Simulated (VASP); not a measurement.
Here is the system:

```
CELL_PARAMETERS angstrom
      4.29636     0.00000     0.00000
     -2.14818     3.72076     0.00000
      0.00000     0.00000     2.61312
ATOMIC_POSITIONS crystal
  Os 0.00000 0.00000 0.00000
  Os 0.33333 0.66667 0.50000
  Os 0.66667 0.33333 0.50000
```

Level of theory: PBE GGA, VASP's PBE PAW potentials (set 64) (plane waves; VASP). Numerical set-up: 300 eV cut-off, 7×7×10 Γ-centred mesh, Fermi-Dirac smearing of 0.10 eV, potentials Os.

Q: Give the energies of bands 2 to 15 at the high-symmetry points, in eV from the Fermi level.

A: 
| band | Γ | M | K | A | L | H |
|---|---|---|---|---|---|---|
| 2 | -7.41 | -7.85 | -7.82 | -7.34 | -7.23 | -6.16 |
| 3 | -4.89 | -7.82 | -7.82 | -6.69 | -6.57 | -6.16 |
| 4 | -4.42 | -5.40 | -5.27 | -6.59 | -6.19 | -5.59 |
| 5 | -4.42 | -5.25 | -5.27 | -6.59 | -5.25 | -5.19 |
| 6 | -4.37 | -5.22 | -4.74 | -4.74 | -4.19 | -5.19 |
| 7 | -4.37 | -4.18 | -3.26 | -2.69 | -3.93 | -3.73 |
| 8 | -3.85 | -3.63 | -2.71 | -2.69 | -2.67 | -3.73 |
| 9 | -2.60 | -2.73 | -2.71 | -2.47 | -2.52 | -2.63 |
| 10 | -2.60 | -1.01 | -1.79 | -2.47 | -1.56 | -2.63 |
| 11 | -1.31 | -1.01 | -1.76 | 0.96 | -0.93 | -1.22 |
| 12 | -1.31 | -0.15 | -1.76 | 0.96 | 0.42 | 1.48 |
| 13 | -1.28 | 0.26 | 0.55 | 1.90 | 1.28 | 1.84 |
| 14 | -1.28 | 1.40 | 0.55 | 1.90 | 1.86 | 2.54 |
| 15 | 2.55 | 1.41 | 1.65 | 3.83 | 2.55 | 3.16 |

It has no gap at this level: it comes out as a metal or semimetal.

The structure was generated: Os was put into an ordered model structure, which need not be its known phase. The cell was not relaxed at this level.
